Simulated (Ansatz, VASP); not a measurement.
## Cross-check of H19C13O12 (amorphous polycarbonate of ethylene at 300 K) between VASP and Ansatz

Wanted: the spread between two codes on one cell, functional and k mesh. The cell is taken from a series of runs on this material, whose earlier steps may have relaxed, scaled, displaced or heated it; both programs get it as it stands.

Method: plane waves, with VASP 6.6.1 beside it; single point at PBE with D3(BJ), in Ansatz 0.2.0.

### 1. Starting point

The cell holds 176 atoms: 52 C, 48 O and 76 H. Its edges and angles: a = 11.729 Å, b = 11.729 Å, c = 11.729 Å, α = 90.0°, β = 90.0°, γ = 90.0°. As first built, before any earlier steps moved the atoms (in the runner's words): 2 polycarbonate of ethylene chains of 8 units placed at random, at 1.51 g/cm^3; overlaps pushed apart, then 20 ps at 800 K with MMFF94 bonds, angles, torsions, charges and radii (Halgren, J. Comput. Chem. 17, 490 (1996)) in harmonic and 12-6 forms; charges of ions scaled by 0.8. Snapshot after 30 ps at 300 K and fixed volume.

### 2. Ansatz: single point, PBE with D3(BJ)

Ansatz runs on its default PAW (the set named soft_2) files.

With cell and atoms fixed, the geometry can't cause a difference; cores, projectors, grids and the points listed under the comparison can.

Input file input.yaml:

```yaml
crystal:
  lattice:
    - [11.72878, 0.0, 0.0]
    - [0.0, 11.72878, 0.0]
    - [0.0, 0.0, 11.72878]
  atoms:
    - { symbol: C, position: [0.08375, 0.52097, 0.98242] }
    - { symbol: O, position: [0.03569, 0.59457, 0.06995] }
    - { symbol: C, position: [0.10905, 0.63466, 0.14828] }
    - { symbol: O, position: [0.21174, 0.62122, 0.14834] }
    - { symbol: O, position: [0.04943, 0.69174, 0.22727] }
    - { symbol: C, position: [0.11571, 0.74523, 0.31692] }
    - { symbol: C, position: [0.04017, 0.7567, 0.42007] }
    - { symbol: O, position: [0.03555, 0.64713, 0.47569] }
    - { symbol: C, position: [0.94974, 0.63116, 0.54935] }
    - { symbol: O, position: [0.87513, 0.69897, 0.57375] }
    - { symbol: O, position: [0.962, 0.52479, 0.59059] }
    - { symbol: C, position: [0.88205, 0.49254, 0.67753] }
    - { symbol: C, position: [0.76406, 0.46407, 0.6297] }
    - { symbol: O, position: [0.72991, 0.34568, 0.63581] }
    - { symbol: C, position: [0.78694, 0.27069, 0.5701] }
    - { symbol: O, position: [0.88036, 0.28448, 0.52798] }
    - { symbol: O, position: [0.71899, 0.17884, 0.55876] }
    - { symbol: C, position: [0.75969, 0.08889, 0.48518] }
    - { symbol: C, position: [0.80889, 0.98923, 0.55038] }
    - { symbol: O, position: [0.92491, 0.01093, 0.58626] }
    - { symbol: C, position: [0.9351, 0.0641, 0.68671] }
    - { symbol: O, position: [0.85654, 0.09161, 0.74944] }
    - { symbol: O, position: [0.04515, 0.08256, 0.70755] }
    - { symbol: C, position: [0.06385, 0.14481, 0.81232] }
    - { symbol: C, position: [0.18818, 0.17252, 0.82379] }
    - { symbol: O, position: [0.23382, 0.23125, 0.72548] }
    - { symbol: C, position: [0.20129, 0.33989, 0.71298] }
    - { symbol: O, position: [0.13687, 0.3918, 0.776] }
    - { symbol: O, position: [0.25261, 0.38045, 0.6194] }
    - { symbol: C, position: [0.23427, 0.49996, 0.59494] }
[... 140 atom lines left out ...]
    - { symbol: H, position: [0.16166, 0.40632, 0.1729] }
    - { symbol: H, position: [0.10481, 0.49793, 0.36931] }
    - { symbol: H, position: [0.09104, 0.35667, 0.41964] }
    - { symbol: H, position: [0.95785, 0.46763, 0.2236] }
    - { symbol: H, position: [0.94574, 0.32135, 0.26152] }
    - { symbol: H, position: [0.90401, 0.42827, 0.35937] }
kpoints:
  mp_grid: { grid: [1, 1, 1] }
hamiltonian:
  xc: pbe
  dispersion: d3bj
scf:
  occupations: { method: fermi_dirac, width: 0.05 }
output:
  forces: true
  stress: true
  populations: intrinsic
  dos:
    method: { smearing: { sigma: 0.08 } }
    de: 0.1
    projected: { site_lists: { C: [C], H: [H], O: [O] } }
  eigenvalues: true
```

Started as:

```console
$ ansatz run input.yaml --threads 4 --pin off --max-ram 8192MiB --backend cpu --events-out ev --progress --plain --runs-dir out
```

Numbers of over 12 decimals in the logs are rounded to 6 here.

The log of the run:

```text
Engine: ansatz 0.2.0, x86_64-unknown-linux-gnu
Pseudopotentials: kind: paw
Pseudopotential: C, paw, valence charge 4, recommended cutoff 420 eV (normal), C.paw.azcp
Pseudopotential: O, paw, valence charge 6, recommended cutoff 420 eV (normal), O.paw.azcp
Pseudopotential: H, paw, valence charge 1, recommended cutoff 420 eV (normal), H.paw.azcp
Functional definition: PBE
  parameter kappa = 0.804
  parameter beta = 0.066725
  exchange = pbe_x(kappa = kappa, mu = beta*pi^2/3)
  correlation = pbe_c(beta = beta)
Crystal: 176 atoms, lattice volume = 1613.461 Å³
Basis set: ecut = 420 eV, 31463 PW (Γ), exchange–correlation on 160×160×160 points (8 copies of the dense FFT grid, shifted against one another)
Bands: 462, of which v1, the nominal top of the filled ones, is band 286 counted from 1 (285 counted from 0)
Symmetry: 1 space group operations
Space group: P1 (ITA 1), of the structure as read, at distance tolerance 1.2e-4 Å
k-points: 1
Non-local potential: C, projectors of the file, l = 0: 2, l = 1: 2, l = 2: 1
Non-local potential: O, projectors of the file, l = 0: 2, l = 1: 2, l = 2: 1
Non-local potential: H, projectors of the file, l = 0: 2, l = 1: 1
PAW form: soft (Blöchl's): semilocal exchange-correlation on the pseudo side does not see the compensation charge
PAW one-centre angular grid: C, 110 points (default); XC on 64 Gauss nodes
PAW one-centre angular grid: O, 110 points (default); XC on 64 Gauss nodes
PAW one-centre angular grid: H, 110 points (default); XC on 64 Gauss nodes
Initial density: superposition of atomic densities (neutral atoms: chi_scale 0, normalization atom), corrected by the library's trained network
Initial wavefunctions: pseudopotential atomic-orbital guess
Functional: x = pbe(κ = 0.804, μ = 0.219515), c = pbe(β = 0.066725)
SCF iter   1: F=—  HF=-41481.730768 eV  |F-HF|=—  |Δ(HF+E_count)|=         —  Δρ=5.15e-3  dr2=5.99e-1  ethr=1.77e-3  ⟨swp⟩=6.0  Hψ=1863  notcnv=0  defer=127
preconditioner: auto → Resta (q_TF=auto, 2.295 Å⁻¹)  ε∞=2.6  [insulator: Δε(μ)=5.708 eV  Ē_g=17.435 eV  σ=0.050 eV  W_gap=1.00  n_scr=340 (ndim 8)  ℏωp=22.1 eV  f_vac=0.178  D(μ)=0.00/eV (n_scr^D=0)  ε∞_Penn≈2.6]
SCF iter   2: F=—  HF=-41481.608203 eV  |F-HF|=—  |Δ(HF+E_count)|=   1.23e-1  Δρ=2.59e-3  dr2=1.26e-1  ethr=1.05e-4  ⟨swp⟩=2.0  Hψ=620  notcnv=0  defer=161
SCF iter   3: F=—  HF=-41481.595597 eV  |F-HF|=—  |Δ(HF+E_count)|=   1.26e-2  Δρ=1.37e-3  dr2=3.46e-2  ethr=2.20e-5  ⟨swp⟩=2.0  Hψ=570  notcnv=0  defer=161
SCF iter   4: F=—  HF=-41481.590501 eV  |F-HF|=—  |Δ(HF+E_count)|=   5.10e-3  Δρ=5.82e-4  dr2=5.84e-3  ethr=6.05e-6  ⟨swp⟩=2.0  Hψ=595  notcnv=0  defer=161
SCF iter   5: F=—  HF=-41481.589800 eV  |F-HF|=—  |Δ(HF+E_count)|=   7.01e-4  Δρ=1.83e-4  dr2=6.53e-4  ethr=1.02e-6  ⟨swp⟩=2.0  Hψ=554  notcnv=0  defer=161
SCF iter   6: F=—  HF=-41481.589912 eV  |F-HF|=—  |Δ(HF+E_count)|=   1.12e-4  Δρ=9.66e-5  dr2=1.28e-4  ethr=1.14e-7  ⟨swp⟩=2.0  Hψ=587  notcnv=0  defer=161
SCF iter   7: F=—  HF=-41481.589901 eV  |F-HF|=—  |Δ(HF+E_count)|=   1.05e-5  Δρ=2.81e-5  dr2=1.03e-5  ethr=2.23e-8  ⟨swp⟩=2.0  Hψ=587  notcnv=0  defer=161
SCF iter   8: F=—  HF=-41481.590113 eV  |F-HF|=—  |Δ(HF+E_count)|=   2.12e-4  Δρ=1.20e-5  dr2=1.98e-6  ethr=1.80e-9  ⟨swp⟩=2.0  Hψ=741  notcnv=0  defer=161
SCF iter   9: F=—  HF=-41481.590114 eV  |F-HF|=—  |Δ(HF+E_count)|=   3.93e-7  Δρ=4.94e-6  dr2=3.32e-7  ethr=3.47e-10  ⟨swp⟩=2.0  Hψ=585  notcnv=0  defer=161
SCF iter  10: F=-41481.590114 eV  HF=-41481.590114 eV  |F-HF|=1.62e-8  |Δ(HF+E_count)|=   9.13e-8  Δρ=1.46e-6  dr2=3.37e-8  ethr=1.75e-11  ⟨swp⟩=15.0  Hψ=2765  notcnv=0
SCF 1 converged in 10 iterations: F = -41481.590114 eV  dr2 = 3.37e-8
  greatest PAW one-centre occupation: 0.879 electrons in one spin orbital (limit 2), on the O atom at site 115 (counted from 0), in its partial waves of l = 0
SCF converged after 10 iterations
Free energy (F): -41481.590114 eV
Harris-Foulkes:  -41481.590114 eV  (|F-HF|=1.62e-8)
Internal energy: -41481.590114 eV  (E = F + TS)
E sigma→0 (E₀):  -41481.590114 eV
Fermi energy:    2.940635 eV
--- Per-component energies (eV) ---
  E_band       = -4269.940407
  E_kinetic    = 14201.250805
  E_local      = -42808.215768  (includes V_loc(G=0)·N_el)
  E_nonlocal   = 3850.310217
  E_hartree    = 15533.239424
  E_xc         = -6686.702862
  E_vxc        = -8444.189024  (∫ρ·V_xc dr)
  E_paw        = -12807.722618  (= ΣΔE_a)
  E_vpaw       = -2135.583386  (= ΣTr[D̂ρ^β])
  E_aug_tail   = 0.013285  (compensation charges beyond the density's cutoff)
  E_ewald      = -12753.001541
  E_disp       = -10.761057  (pairwise vdW)
  E_smearing   = -0.000000  (= −TS)
  E_closure    = -0.000000  (closes the sum)
  Σ components = -41481.590114   (vs F -41481.590114, Δ=0.00e0)
--- Forces (eV/Å), atoms counted from 1 ---
  atom   1  C     -0.01637870    -0.00031395     0.01541834
  atom   2  O     -0.08302564     0.01338531    -0.00712146
[...]
1.349448       0.060056       0.049951
        0.060056       1.188918      -0.144431
        0.049951      -0.144432       1.045461
  P = ⅓ Tr σ = 1.1946 GPa (11.946 kbar)
--- Band table (eV) ---
  k-point 0: bands = [... 282 lower, -0.0975, -0.0775, -0.0074, 0.0920, 5.8005, 5.8664, 5.8936, 5.9486, ... 172 higher]
--- intrinsic populations: 176 sites ---
  site symbol       q [e]
     0      C      4.3165
     1      O      6.3421
     2      C      3.3504
     3      O      6.4941
     4      O      6.3318
     5      C      4.1272
     6      C      4.1280
     7      O      6.3246
     8      C      3.3422
     9      O      6.5145
    10      O      6.3115
    11      C      4.1273
    12      C      4.1385
    13      O      6.3322
    14      C      3.3593
    15      O      6.4874
    16      O      6.3243
    17      C      4.1317
    18      C      4.1301
    19      O      6.3304
    20      C      3.3481
    21      O      6.5233
    22      O      6.3182
    23      C      4.1193
[...]
168      H      0.8089
   169      H      0.8162
   170      H      0.8245
   171      H      0.8435
   172      H      0.8190
   173      H      0.8621
   174      H      0.8147
   175      H      0.8274
  spilling = -0.000000 (of n_electrons = 572.000000)
```

Reading the cycles: dr2 is the Hartree energy of the density residual (eV), the measure of convergence; HF is the Harris–Foulkes estimate of the energy, which meets the free energy F at convergence.

### 3. VASP: single point, PBE with D3(BJ)

The same cell, functional, mesh and smearing now go to VASP, with its own data sets.

Lines of VASP's logs that name or quote its potential files are left out, and so is its time.

Input file INCAR:

```
SYSTEM = H19C13O12
PREC = Accurate
ENCUT = 600
EDIFF = 1E-06
NELM = 120
ISMEAR = -1
SIGMA = 0.05
LREAL = Auto
ALGO = Normal
GGA = PE
IVDW = 12
NBANDS = 409
LORBIT = 11
LWAVE = .FALSE.
LCHARG = .FALSE.
ISIF = 2
LASPH = .TRUE.
GGA_COMPAT = .FALSE.
EFERMI = MIDGAP
```

Input file POSCAR:

```
H19C13O12
1.0
   11.7287800000      0.0000000000      0.0000000000
    0.0000000000     11.7287800000      0.0000000000
    0.0000000000      0.0000000000     11.7287800000
C O H
52 48 76
Direct
    0.0837500000      0.5209700000      0.9824200000
    0.1090500000      0.6346600000      0.1482800000
    0.1157100000      0.7452300000      0.3169200000
    0.0401700000      0.7567000000      0.4200700000
    0.9497400000      0.6311600000      0.5493500000
    0.8820500000      0.4925400000      0.6775300000
    0.7640600000      0.4640700000      0.6297000000
    0.7869400000      0.2706900000      0.5701000000
    0.7596900000      0.0888900000      0.4851800000
    0.8088900000      0.9892300000      0.5503800000
    0.9351000000      0.0641000000      0.6867100000
    0.0638500000      0.1448100000      0.8123200000
    0.1881800000      0.1725200000      0.8237900000
    0.2012900000      0.3398900000      0.7129800000
    0.2342700000      0.4999600000      0.5949400000
    0.3375200000      0.5680100000      0.6279700000
    0.4270200000      0.5413100000      0.8086600000
    0.4993200000      0.5385800000      0.9973600000
    0.4819600000      0.6048500000      0.1055500000
    0.4821400000      0.7993500000      0.1611500000
    0.5113200000      0.9916600000      0.2132500000
    0.3939400000      0.0446700000      0.2023200000
    0.4344300000      0.1656900000      0.0472500000
    0.5051700000      0.2358700000      0.8708600000
    0.5743600000      0.1573700000      0.7954600000
    0.5044300000      0.1054400000      0.6993000000
    0.8006500000      0.7066900000      0.1658100000
    0.6885100000      0.7241000000      0.3299100000
    0.5460700000      0.7543100000      0.4668400000
    0.5969700000      0.7122100000      0.5761700000
[... 140 atom lines left out ...]
    0.1616600000      0.4063200000      0.1729000000
    0.1048100000      0.4979300000      0.3693100000
    0.0910400000      0.3566700000      0.4196400000
    0.9578500000      0.4676300000      0.2236000000
    0.9457400000      0.3213500000      0.2615200000
    0.9040100000      0.4282700000      0.3593700000
```

Input file KPOINTS:

```
Automatic mesh
0
Gamma
1 1 1
0 0 0
```

PAW data sets: C, O and H (PBE family, release 64).

Started as:

```console
$ export OMP_NUM_THREADS=3
$ mpirun -np 1 vasp_gam
```

The log of the run:

```text
[banner, memory and clock lines left out]
running    1 mpi-ranks, on    1 nodes
[...]
Offloading initialized ...    1 GPUs detected
[...]
LDA part: xc-table for (Slater+PW92), standard interpolation
 POSCAR, INCAR and KPOINTS ok, starting setup
[...]
entering main loop
       N       E                     dE             d eps       ncg     rms          rms(c)
DAV:   1     0.499414299302E+04    0.49941E+04   -0.35289E+05   826   0.152E+03
DAV:   2    -0.644110058753E+03   -0.56383E+04   -0.53550E+04  1019   0.349E+02
DAV:   3    -0.113747539089E+04   -0.49337E+03   -0.48834E+03  1004   0.106E+02
DAV:   4    -0.114826736222E+04   -0.10792E+02   -0.10740E+02  1012   0.168E+01
[...]
DAV:  17    -0.107172284505E+04    0.29987E-05   -0.31848E-05  1020   0.165E-02    0.829E-03
DAV:  18    -0.107172284388E+04    0.11658E-05   -0.93340E-06  1028   0.886E-03    0.360E-03
DAV:  19    -0.107172284370E+04    0.18399E-06   -0.17757E-06   772   0.412E-03
   1 F= -.10824823E+04 E0= -.10824823E+04  d E =0.000000E+00
```

OUTCAR, selected parts (step 3):

```text
  FREE ENERGIE OF THE ION-ELECTRON SYSTEM (eV)
  ---------------------------------------------------
  free  energy   TOTEN  =     -1082.4823178313 eV

  energy  without entropy=    -1082.4823178313  energy(sigma->0) =    -1082.48231783
```

The run ends at a pressure of 1.59 GPa, with forces up to 0.64 eV/Å.

### 4. Side by side

Known differences besides the potentials themselves: the cutoff is 420 eV in Ansatz and 600 eV in VASP (PREC = Accurate, projectors in real space). Total energies have different zeros and are not compared.

Compared:

| quantity | Ansatz | VASP | difference |
| --- | --- | --- | --- |
| pressure (GPa) | 1.19 | 1.59 | -0.40 |
| gap on the k mesh (eV) | 5.708 | 5.699 | +0.010 |

Forces on 10 of the 176 atoms, those with the largest forces and the largest differences (eV/Å; atoms numbered as in POSCAR):

| atom | Ansatz x, y, z | VASP x, y, z |
| --- | --- | --- |
| C5 | 0.081, -0.165, 0.026 | 0.295, -0.348, -0.049 |
| C11 | -0.609, 0.209, 0.391 | -0.414, 0.130, 0.226 |
| C43 | -0.328, 0.274, -0.193 | -0.586, 0.116, -0.238 |
| C46 | 0.324, -0.308, -0.151 | 0.155, -0.079, -0.203 |
| C49 | 0.076, -0.578, 0.197 | 0.084, -0.332, 0.152 |
| O57 | -0.041, 0.040, -0.008 | -0.373, 0.337, 0.102 |
| O60 | -0.040, 0.021, -0.014 | 0.390, 0.083, -0.206 |
| O78 | 0.006, 0.042, -0.004 | -0.017, -0.418, 0.058 |
| O90 | -0.007, -0.109, 0.016 | 0.015, 0.358, -0.095 |
| O93 | 0.085, -0.037, 0.034 | 0.479, 0.195, 0.106 |

The forces differ by 103 meV/Å r.m.s., which is 92.8 % of the r.m.s. force of 0.110 eV/Å (both taken over all components). A gap on the mesh is an upper bound, since the band edges may lie between its points.

### 5. Outcome

| Item | Value |
| --- | --- |
| r.m.s. force difference (single point, PBE with D3(BJ)) | 103 meV/Å |

The r.m.s. force difference is 103 meV/Å (single point, PBE with D3(BJ)), beyond the 12 meV/Å picked in this series as the mark of a large difference. What causes the difference of the single point, PBE with D3(BJ) pair stays open here. How closely two codes agree says nothing of how well the functional describes the real material.

[Lines on the potential files, build, host, timing and source positions are cut from VASP's logs without a mark.]

[Logs are printed without paths, hosts, clocks, repeated set-up lines and the standing remarks that a program may print on its own settings, such as how far it seeks lower states.]

[Hosts, paths, dates, database ids (printed as entryN), source tags and the programs' standing remarks are cut or masked in the printed files.]

[The MMFF94 radii named for the starting cell were scaled by 0.96; in molecules described by MMFF94, hydrogen bound to N, O or S took a small fixed 12-6 site in their place.]
